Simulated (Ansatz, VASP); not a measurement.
**Sc3TaO3: VASP beside Ansatz**

```xyz
7
Lattice="4.4655 0.0000 0.0000 0.0000 4.4655 0.0000 0.0000 0.0000 4.4655" Properties=species:S:1:pos:R:3 pbc="T T T"
Sc    0.0000    2.2328    0.0000
Sc    0.0000    0.0000    2.2328
Sc    2.2328    0.0000    0.0000
Ta    2.2328    2.2328    2.2328
O     2.2328    0.0000    2.2328
O     2.2328    2.2328    0.0000
O     0.0000    2.2328    2.2328
```

Change from the starting cell: species swapped into the LiCu3O3 type (Pm-3m, No. 221).

Alike in both runs: functional PBE; k mesh 8 × 8 × 8; occupations gaussian, width 0.1 eV; no spin polarisation.

Ansatz relaxed the structure, and its values are those at the end. VASP's run is a single point on that final structure, the one shown.

```csv
,VASP,Ansatz
version,VASP 6.6.1,Ansatz 0.2.0
potentials or method,"VASP PAW PBE potentials, release 64 (Sc_sv, Ta_pv, O)","scalar-relativistic, plane waves, PAW"
plane-wave cutoff (eV),520,420
valence electrons in the cell,62,64
```

|  | VASP | Ansatz | Ansatz less VASP |
| --- | --- | --- | --- |
| gap on the k mesh at the Fermi level (eV) | none | none | - |
| pressure (GPa) | 0.7 | 0.0 | -0.69 |

A gap of «none» marks a metal or a gap that the smearing closes. The functional is the same, so the differences come from potentials, cutoffs and numerics. The two sets of potentials don't hold the same shells in valence.

Spin-orbit coupling is left out, which matters for the levels of Ta.
